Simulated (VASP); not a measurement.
Energy against volume of NaI (rock salt). These are optB86b-vdW, VASP's PBE PAW potentials (set 64) (plane waves; VASP) values and carry that method's errors. Run with 520 eV cut-off, 7×7×7 Γ-centred mesh, Gaussian smearing of 0.050 eV, potentials Na_pv I.

```
V (Å³/atom)  E (eV/atom)
-----------  -----------
31.275          -0.68860
32.273          -0.69394
33.271          -0.69541
34.269          -0.69365
```

Problem. Fit these four points and predict the energy of the run at 35.267 Å³/atom.

Solution. A cubic in V^(−2/3), the third-order Birch-Murnaghan form, passes through the four points with V0 = 33.20 Å³/atom and B0 = 17 GPa, and gives -0.6892 eV/atom there. The run gave -0.6892 eV/atom, +0.0 meV/atom from the fit; all five points give B0 = 17 GPa.

The compound is NaI in the rock salt structure. It was relaxed first.
